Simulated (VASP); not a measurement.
An input for Ansatz (written as the equivalent of a VASP run, and not itself run):

Ansatz 0.2 input:
```yaml
crystal:
  lattice:
    - [0.0000000, 1.9130910, 1.9130910]
    - [1.9130910, 0.0000000, 1.9130910]
    - [1.9130910, 1.9130910, 0.0000000]
  atoms:
    - { symbol: Ir, position: [0.0000000, 0.0000000, 0.0000000] }
kpoints:
  mp_grid: { grid: [12, 12, 12] }
hamiltonian:
  xc: pbe
  pseudopotentials: { kind: paw }
scf:
  occupations: { method: methfessel_paxton, width: 0.272 }
  max_iter: 100
output: { forces: true, stress: true, eigenvalues: true }
```

Write the VASP files for the same calculation (PBE).

This is not unique; one that fits is 
INCAR:
```
SYSTEM = Ir
PREC = Accurate
ENCUT = 300
EDIFF = 1E-6
NELM = 100
ALGO = Normal
LREAL = .FALSE.
LASPH = .TRUE.
ISMEAR = 1
SIGMA = 0.272
GGA = PE
LMAXMIX = 6
LWAVE = .FALSE.
LCHARG = .FALSE.
ISIF = 2
```

File POSCAR:
```
Ir
1
    0.0000000000     1.9130910000     1.9130910000
    1.9130910000     0.0000000000     1.9130910000
    1.9130910000     1.9130910000     0.0000000000
Ir
1
Direct
  0.0000000000   0.0000000000   0.0000000000
```

File KPOINTS:
```
Automatic
0
Gamma
12 12 12
0 0 0
```

POTCAR, in this order: Ir (PBE.64 set). Program: vasp_std.

The two are equivalent in intent, not identical: each code has its own PAW files, so the cut-off isn't converted (ENCUT is set for VASP's; basis.ecutwfc is left out, and Ansatz then takes the one that its files recommend); Ansatz stops its SCF on the density residual and VASP on the energy change (EDIFF).

The structure comes from a computed database's Ir entry; how it stands against other phases isn't given here. The cell was not relaxed at this level.
